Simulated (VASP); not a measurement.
Calculation: PBE GGA, VASP's PBE PAW potentials (set 64) (plane waves; VASP).

A VASP calculation is set up with these files.

File KPOINTS:
```
Automatic mesh
0
G
 1 1 1
```

### INCAR
```
! general
SYSTEM    =C62Si
PREC      =Normal
ENCUT     =400
LREAL     =Auto
LASPH     =.TRUE.
ISYM      =0
NELECT    =251.0

! electronic loop
EDIFF     =1E-6
NELM      =100
NELMIN    =4
ALGO      =Fast

! smearing
ISMEAR    =0
SIGMA     =0.05

! functional
GGA       =PE

! spin
ISPIN     =2
MAGMOM    =63*0.0159
NUPDOWN   =1

! output
LWAVE     =.TRUE.
LCHARG    =.FALSE.
LORBIT    =11

! other
LHYPERFINE=.TRUE.
```

File POSCAR:
```
C62Si
1
    7.1465551589     0.0000000000     0.0000000000
    0.0000000000     7.1465551589     0.0000000000
    0.0000000000     0.0000000000     7.1465551589
C Si
62 1
Direct
  0.4989337423   0.0003293507   0.0001243654
  0.6209029565   0.1296757931   0.1308000379
  0.7473385051   0.2523220850   0.0036107268
  0.8693308059   0.3778190761   0.1309279196
  0.7471649623   0.0036067982   0.2530827491
  0.8694416407   0.1297268019   0.3793969330
  0.9989758155   0.0010946539   0.0012495850
  0.1211383359   0.1260448554   0.1273555839
  0.2467774291   0.2488563986   0.9988911240
  0.3691407489   0.3746463110   0.1230326149
  0.4995283890   0.5001731286   0.9994094780
  0.6239938660   0.6292361389   0.1238140615
  0.7516132296   0.7533327073   0.9990756652
  0.8729227792   0.8780986739   0.1274064268
  0.2472312768   0.9990085866   0.2491633599
  0.3696486303   0.1224570544   0.3762318704
  0.4849219806   0.2487260299   0.2476777728
  0.7539357455   0.5154099358   0.2461316925
  0.8763804106   0.6291650858   0.3762732699
  0.4996097875   0.9994745718   0.5006464596
  0.6240811581   0.1223673802   0.6307018289
  0.7522660339   0.2488494434   0.5152726972
  0.8772009448   0.3746757739   0.6311800905
  0.7510366379   0.9989996515   0.7529741282
  0.8729383995   0.1260366296   0.8791397212
  0.0003581768   0.5018678690   0.9998440636
  0.1221622856   0.6267654777   0.1236205669
  0.2505086239   0.7496769831   0.9978492146
  0.3724431479   0.8766618417   0.1240493174
  0.9965993677   0.2523731859   0.2529171207
  0.1227272872   0.3755154248   0.3763021619
  0.2462465066   0.5010078990   0.2457877357
  0.3712096924   0.6267106157   0.3615950162
  0.4994116319   0.7532878741   0.2462287117
  0.6238327260   0.8761360842   0.3763931731
  0.0000307713   0.0003667879   0.5011690029
  0.1223574461   0.1224460965   0.6283407782
  0.2471761753   0.2465204495   0.5006918532
  0.3696239483   0.3601692010   0.6308194290
  0.6386416519   0.6268830344   0.6293713291
  0.7538942760   0.7531916909   0.5007724621
  0.8762472546   0.8766345000   0.6278629436
  0.2504948846   0.9975752871   0.7496478456
  0.3718440445   0.1223551327   0.8779615704
  0.4994605085   0.2464036334   0.7531756444
  0.6239750047   0.3754811538   0.8776139254
  0.7543904295   0.5010111143   0.7540104052
  0.8767202999   0.6268299177   0.8781446879
  0.0011218378   0.7532554551   0.2486121499
  0.1234566154   0.8752493681   0.3758194441
  0.0007664910   0.5001721280   0.5007163582
  0.1269236183   0.6232383763   0.6240534085
  0.2540864977   0.7458507400   0.4975395028
  0.3763343692   0.8719440299   0.6239319034
  0.0013108989   0.2489126898   0.7533829340
  0.1231189368   0.3737557392   0.8771707711
  0.2542395391   0.4977824505   0.7459902055
  0.3761829357   0.6232497688   0.8733547713
  0.5026594244   0.7458886371   0.7462008521
  0.6245173528   0.8753327141   0.8768938372
  0.0023809481   0.7496735317   0.7496935033
  0.1244224026   0.8746848608   0.8758171448
  0.5618107795   0.4379283409   0.4383790929
```

POTCAR, in this order: C Si (PBE.64 set). Program: vasp_gam. Read from the step before: WAVECAR.

What VASP printed:

OSZICAR:
```
       N       E                     dE             d eps       ncg     rms          rms(c)
DAV:   1    -0.569907723733E+03   -0.56991E+03   -0.31647E-06   560   0.490E-03    0.222E-03
RMM:   2    -0.569907723571E+03    0.16176E-06   -0.83238E-07   380   0.217E-03    0.102E-03
RMM:   3    -0.569907723592E+03   -0.20500E-07   -0.18592E-07   405   0.983E-04    0.660E-04
RMM:   4    -0.569907723586E+03    0.58226E-08   -0.15665E-08   184   0.428E-04
   1 F= -.56990772E+03 E0= -.56990716E+03  d E =-.112998E-02  mag=     1.0000
```

### OUTCAR
```
------------------------ aborting loop because EDIFF is reached ----------------------------------------
  FORCE on cell =-STRESS in cart. coord.  units (eV):
  Direction    XX          YY          ZZ          XY          YZ          ZX
  --------------------------------------------------------------------------------------
  Total       -9.7026674    -15.0390554     -9.2309285     12.1272379    -12.2565967     13.5742417
  in kB      -42.5903761    -66.0147362    -40.5196533     53.2331578    -53.8009850     59.5848583
  external PRESSURE =     -49.7082552 kB  Pullay stress =       0.0000000 kB
  volume of cell :      365.00
      direct lattice vectors                 reciprocal lattice vectors
     7.146555159  0.000000000  0.000000000     0.139927556  0.000000000  0.000000000
     0.000000000  7.146555159  0.000000000     0.000000000  0.139927556  0.000000000
     0.000000000  0.000000000  7.146555159     0.000000000  0.000000000  0.139927556
 POSITION                                       TOTAL-FORCE (eV/Angst)
 -----------------------------------------------------------------------------------
      3.56566      0.00235      0.00089         0.000041      0.004164      0.003403
      4.43732      0.92674      0.93477        -0.004939      0.003798     -0.002341
      5.34090      1.80323      0.02580         0.000142      0.008133      0.002386
      6.21272      2.70010      0.93568         0.003570     -0.002407     -0.001913
      5.33966      0.02578      1.80867        -0.002045      0.013204      0.002797
      6.21351      0.92710      2.71138         0.003391     -0.006157      0.000469
      7.13924      0.00782      0.00893         0.002641     -0.004759     -0.002949
      0.86572      0.90079      0.91015         0.000483     -0.005738     -0.007740
      1.76361      1.77847      7.13863         0.000124      0.002118     -0.000495
      2.63808      2.67743      0.87926         0.001127     -0.006246     -0.001687
      3.56991      3.57451      7.14233        -0.010970      0.007189      0.001008
      4.45941      4.49687      0.88484         0.016160     -0.010137     -0.001512
      5.37145      5.38373      7.13995        -0.002636     -0.006350     -0.000864
      6.23839      6.27538      0.91052         0.000239     -0.001971     -0.011842
      1.76685      7.13947      1.78066         0.003437      0.001150      0.003873
      2.64171      0.87515      2.68876        -0.003528     -0.003628     -0.007266
      3.46552      1.77753      1.77004        -0.001521      0.007671      0.008983
      5.38804      3.68341      1.75899        -0.000087      0.006755      0.011587
      6.26310      4.49636      2.68906        -0.000983     -0.006163     -0.007305
      3.57049      7.14280      3.57790        -0.003466     -0.000170      0.002150
      4.46003      0.87451      4.50735        -0.000405      0.002430      0.000373
      5.37611      1.77842      3.68242         0.006458      0.008670      0.009442
      6.26896      2.67764      4.51076         0.003441     -0.012393     -0.010663
      5.36732      7.13941      5.38117        -0.000124     -0.000172      0.002875
      6.23850      0.90073      6.28282         0.008941     -0.007765     -0.006459
      0.00256      3.58663      7.14544         0.003337      0.009744     -0.000578
      0.87304      4.47921      0.88346        -0.002352     -0.002208     -0.008942
      1.79027      5.35761      7.13118        -0.001695     -0.005940      0.004284
      2.66169      6.26511      0.88653        -0.002658     -0.000768     -0.006091
      7.12225      1.80360      1.80749        -0.003421      0.002679      0.003686
      0.87708      2.68364      2.68926         0.000633     -0.008889     -0.008572
      1.75981      3.58048      1.75654        -0.002621     -0.003782      0.002734
      2.65287      4.47882      2.58416        -0.003112      0.010339      0.008675
      3.56907      5.38341      1.75969        -0.003208     -0.004139      0.005501
      4.45825      6.26135      2.68991         0.010244     -0.001912     -0.002443
      0.00022      0.00262      3.58163         0.004067      0.003145      0.010924
      0.87443      0.87507      4.49047        -0.002160     -0.001673     -0.001709
      1.76646      1.76177      3.57822        -0.010221     -0.004404      0.004430
      2.64154      2.57397      4.50819        -0.005417      0.010232     -0.009779
      4.56409      4.48005      4.49784         0.000470     -0.005913     -0.019138
      5.38775      5.38273      3.57880        -0.000028      0.003973      0.004552
      6.26215      6.26492      4.48706        -0.002399      0.001849     -0.003616
      1.79018      7.12923      5.35740         0.010823     -0.001404      0.000841
      2.65740      0.87442      6.27440         0.008457      0.006299     -0.008332
      3.56942      1.76094      5.38261         0.006180      0.008615      0.000482
      4.45927      2.68340      6.27192         0.005259     -0.013093     -0.004926
      5.39129      3.58050      5.38858        -0.004368     -0.001583     -0.001370
      6.26553      4.47967      6.27571        -0.003131     -0.005726     -0.001771
      0.00802      5.38318      1.77672         0.006316     -0.002899      0.008852
      0.88229      6.25502      2.68581        -0.000648      0.005359     -0.004546
      0.00548      3.57451      3.57840        -0.000201      0.003499      0.006099
      0.90707      4.45401      4.45983         0.002155      0.009520      0.007723
      1.81584      5.33026      3.55569        -0.006283      0.005151      0.011663
      2.68949      6.23140      4.45896        -0.005053      0.000437      0.000515
      0.00937      1.77887      5.38409         0.002897      0.002160      0.002157
      0.87988      2.67107      6.26875         0.003507      0.000548     -0.004944
      1.81694      3.55743      5.33126        -0.008185      0.011852      0.010542
      2.68841      4.45409      6.24148        -0.009248      0.011106      0.004811
      3.59228      5.33053      5.33277        -0.012510      0.003845      0.002552
      4.46315      6.25561      6.26677         0.000312     -0.005124     -0.005293
      0.01702      5.35758      5.35773        -0.005781     -0.006144      0.001644
      0.88919      6.25098      6.25908         0.014101     -0.011386     -0.008039
      4.01501      3.12968      3.13290        -0.003552     -0.014589      0.011109
 -----------------------------------------------------------------------------------
    total drift:                               -0.009716      0.004240      0.001496
  FREE ENERGIE OF THE ION-ELECTRON SYSTEM (eV)
  ---------------------------------------------------
  free  energy   TOTEN  =      -569.9077235860 eV

  energy  without entropy=     -569.9065936011  energy(sigma->0) =     -569.90715859

 total charge

# of ion       s       p       d       tot
------------------------------------------
    1        0.831   1.739   0.000   2.570
    2        0.824   1.726   0.000   2.550
    3        0.825   1.747   0.000   2.572
    4        0.825   1.727   0.000   2.552
    5        0.824   1.748   0.000   2.572
    6        0.824   1.726   0.000   2.550
    7        0.827   1.750   0.000   2.577
    8        0.826   1.746   0.000   2.572
    9        0.830   1.760   0.000   2.590
   10        0.829   1.761   0.000   2.590
   11        0.825   1.748   0.000   2.573
   12        0.830   1.755   0.000   2.585
   13        0.831   1.752   0.000   2.583
   14        0.826   1.747   0.000   2.573
   15        0.830   1.754   0.000   2.584
   16        0.829   1.755   0.000   2.585
   17        0.836   1.742   0.000   2.578
   18        0.841   1.735   0.000   2.576
   19        0.830   1.754   0.000   2.584
   20        0.825   1.748   0.000   2.573
   21        0.829   1.756   0.000   2.585
...
```
(Selected blocks of OUTCAR.)

File OUTCAR:
```
 val. band max:       10.6106448094   @ k =   0.0000   0.0000   0.0000

 cond. band min:      10.7900174334   @ k =   0.0000   0.0000   0.0000


 Fermi energy:        10.7003311214

 spin component 1

 k-point     1 :       0.0000    0.0000    0.0000
  band No.  band energies     occupation
      1     -11.6500      1.00000
      2      -9.5585      1.00000
      3      -9.5090      1.00000
      4      -9.4491      1.00000
      5      -9.4483      1.00000
      6      -9.2045      1.00000
      7      -9.0284      1.00000
      8      -7.4026      1.00000
      9      -7.4012      1.00000
     10      -7.3504      1.00000
     11      -7.3415      1.00000
     12      -7.3181      1.00000
     13      -7.2661      1.00000
     14      -7.2655      1.00000
     15      -7.2184      1.00000
     16      -7.1357      1.00000
     17      -7.0987      1.00000
     18      -6.8173      1.00000
     19      -6.5490      1.00000
     20      -5.9817      1.00000
     21      -5.9556      1.00000
     22      -5.7541      1.00000
     23      -4.8567      1.00000
     24      -3.6029      1.00000
     25      -3.5695      1.00000
     26      -3.5329      1.00000
     27      -3.4671      1.00000
     28      -3.0728      1.00000
     29      -3.0473      1.00000
     30      -2.9676      1.00000
     31      -2.9618      1.00000
     32      -2.9512      1.00000
     33      -2.8035      1.00000
     34      -2.4080      1.00000
     35      -2.3951      1.00000
     36      -2.2797      1.00000
     37      -2.2606      1.00000
     38      -2.2525      1.00000
     39      -2.2511      1.00000
     40      -2.1466      1.00000
     41      -2.1141      1.00000
     42      -2.0929      1.00000
     43      -2.0276      1.00000
     44      -0.7034      1.00000
     45      -0.3976      1.00000
     46       0.8898      1.00000
     47       0.9241      1.00000
     48       0.9412      1.00000
     49       0.9489      1.00000
...
```

At this cut-off the stress carries a Pulay error, which pulls relaxed volumes low. The cell is charged, with a uniform compensating background.  The supercell is sampled at Γ alone, which is coarse: total energies, pressure and levels can be off, energies of defects by several tenths of an eV.

The cell is a supercell with a defect, built from C (diamond): Si_C-vac_C, charge +1.
